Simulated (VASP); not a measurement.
```yaml
crystal:
  lattice:
    - [0.00000, 2.87395, 2.87395]
    - [2.87395, 0.00000, 2.87395]
    - [2.87395, 2.87395, 0.00000]
  atoms:
    - { symbol: Ga, position: [0.00000, 0.00000, 0.00000] }
    - { symbol: As, position: [0.25000, 0.25000, 0.25000] }
```

Calculation: PBE GGA, VASP's PBE PAW potentials (set 64) (plane waves; VASP 6.6.1). Run with 520 eV cut-off, 7×7×7 Γ-centred mesh, Gaussian smearing of 0.050 eV, potentials Ga_d As.

### Question
What does the run give for the energy per atom (σ→0), band gap (on the k-mesh) with the smallest direct gap where there is one?

### Answer

```json
{
 "band gap (on the k-mesh)": "0.15 eV",
 "smallest direct gap (on the k-mesh)": "0.15 eV",
 "energy per atom (σ→0)": "-4.133 eV/atom"
}
```

The compound is GaAs in the zinc blende structure. It was relaxed first, which changed the volume by +5 %.
